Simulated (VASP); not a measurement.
A convergence study with VASP on In (space group I4/mmm): a few settings are varied, all else stays as given below, so the limit is that of these other settings.

```
CELL_PARAMETERS angstrom
     -1.62987     1.62987     2.48243
      1.62987    -1.62987     2.48243
      1.62987     1.62987    -2.48243
ATOMIC_POSITIONS crystal
  In 0.00000 0.00000 0.00000
```

The numbers are results of PBE GGA, VASP's PBE PAW potentials (set 64) (plane waves; VASP 6.6.1), not measurements. The last row used: 300 eV cut-off, 22×22×22 Γ-centred mesh shifted by (0.5, 0.5, 0.5), Fermi-Dirac smearing of 0.10 eV, potentials In_d.

```json
[
 {"setting": "2×2×2 mesh", "E (eV/atom)": "-1.2159", "pressure (GPa)": "8.31", "irreducible k-points": "3"},
 {"setting": "3×3×3 mesh", "E (eV/atom)": "-2.6911", "pressure (GPa)": "1.52", "irreducible k-points": "6"},
 {"setting": "4×4×4 mesh", "E (eV/atom)": "-2.5774", "pressure (GPa)": "0.62", "irreducible k-points": "11"},
 {"setting": "5×5×5 mesh", "E (eV/atom)": "-2.5641", "pressure (GPa)": "0.61", "irreducible k-points": "18"},
 {"setting": "6×6×6 mesh", "E (eV/atom)": "-2.5370", "pressure (GPa)": "1.05", "irreducible k-points": "28"},
 {"setting": "7×7×7 mesh", "E (eV/atom)": "-2.5292", "pressure (GPa)": "1.32", "irreducible k-points": "40"},
 {"setting": "8×8×8 mesh", "E (eV/atom)": "-2.5407", "pressure (GPa)": "1.35", "irreducible k-points": "56"},
 {"setting": "9×9×9 mesh", "E (eV/atom)": "-2.5697", "pressure (GPa)": "0.95", "irreducible k-points": "75"},
 {"setting": "10×10×10 mesh", "E (eV/atom)": "-2.5469", "pressure (GPa)": "1.22", "irreducible k-points": "99"},
 {"setting": "11×11×11 mesh", "E (eV/atom)": "-2.5450", "pressure (GPa)": "1.28", "irreducible k-points": "126"},
 {"setting": "12×12×12 mesh", "E (eV/atom)": "-2.5549", "pressure (GPa)": "1.32", "irreducible k-points": "159"},
 {"setting": "13×13×13 mesh", "E (eV/atom)": "-2.5546", "pressure (GPa)": "1.19", "irreducible k-points": "196"},
 {"setting": "15×15×15 mesh", "E (eV/atom)": "-2.5543", "pressure (GPa)": "1.11", "irreducible k-points": "288"},
 {"setting": "17×17×17 mesh", "E (eV/atom)": "-2.5535", "pressure (GPa)": "1.14", "irreducible k-points": "405"},
 {"setting": "18×18×18 mesh", "E (eV/atom)": "-2.5540", "pressure (GPa)": "1.15", "irreducible k-points": "475"},
 {"setting": "20×20×20 mesh", "E (eV/atom)": "-2.5547", "pressure (GPa)": "1.16", "irreducible k-points": "635"},
 {"setting": "22×22×22 mesh", "E (eV/atom)": "-2.5545", "pressure (GPa)": "1.15", "irreducible k-points": "828"}
]
```

Left out are rungs that failed or repeat a setting and relaxations that didn't move; long series are thinned to 24 rows.

The structure is a typed In crystal (space group no. 139). The cell was not relaxed at this level.
